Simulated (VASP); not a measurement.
TaMo2C3: relaxation of cell and atoms with PBE

TaMo2C3:

```
Ta Mo C
1.0
     5.12579    0.00000    0.00000
    -2.56290    4.43907    0.00000
     0.00000    0.00000    2.84816
Ta Mo C
1 2 3
Direct
  0.00000 0.00000 0.00000
  0.66667 0.33333 0.00000
  0.33333 0.66667 0.00000
  0.34007 0.00000 0.50000
  0.65993 0.65993 0.50000
  0.00000 0.34007 0.50000
```

The cell was built by a generator and needn't be a form met in nature.

```json
{
  "Program": "VASP 6.6.1",
  "Task": "relaxation of cell and atoms",
  "Functional": "PBE",
  "Potentials or basis": "VASP PAW PBE potentials, release 64 (Ta_pv, Mo_sv, C)",
  "Cutoff": "520 eV",
  "k mesh": "8 × 8 × 10",
  "Occupations": "gaussian, width 0.1 eV",
  "Spin": "no spin polarisation",
  "Further INCAR settings": "ALGO = Normal; EDIFF = 1e-07; IBRION = 2; POTIM = 0.3; EDIFFG = -0.005; NSW = 60; ISIF = 3"
}
```

```
Pressure after relaxing      : 0.0 GPa
Largest force after relaxing : 0.003 eV/Å
Band gap on the k mesh       : none (metal or under the smearing width)
```

Forces on the atoms (eV/Å):
```
Ta   0.000  0.000  0.000
Mo   0.000  0.000  0.000
Mo   0.000  0.000  0.000
C    0.003  0.000  0.000
C   -0.002 -0.003  0.000
C   -0.002  0.003  0.000
```

Final structure:
```
CELL_PARAMETERS angstrom
5.12579 0.00000 0.00000
-2.56290 4.43907 0.00000
0.00000 0.00000 2.84816
ATOMIC_POSITIONS crystal
Ta 0.00000 0.00000 0.00000
Mo 0.66667 0.33333 0.00000
Mo 0.33333 0.66667 0.00000
C 0.34007 0.00000 0.50000
C 0.65993 0.65993 0.50000
C 0.00000 0.34007 0.50000
```

Levels at points of the mesh, in eV from the Fermi level:
```
           k point  band 23  band 24  band 25  band 26  band 27  band 28
(0.00, 0.00, 0.00)    -2.63     0.83     0.98     0.98     1.24     1.24
(0.50, 0.00, 0.00)    -1.62    -1.44    -1.10     0.07     1.77     2.68
(0.00, 0.00, 0.50)    -0.56    -0.48    -0.48     0.38     0.38     3.42
(0.50, 0.00, 0.50)    -1.56    -1.46    -1.00     0.96     1.80     3.07
```

Wall time 29 s on 4 MPI ranks on Intel(R) Xeon(R) Platinum 8488C (Sapphire Rapids), with other jobs on the host, peak memory 0.26 GiB a rank.

Caveat: the relaxation stopped at its first step, so nothing moved. The run has no spin-orbit coupling, so splittings on Ta are missing.
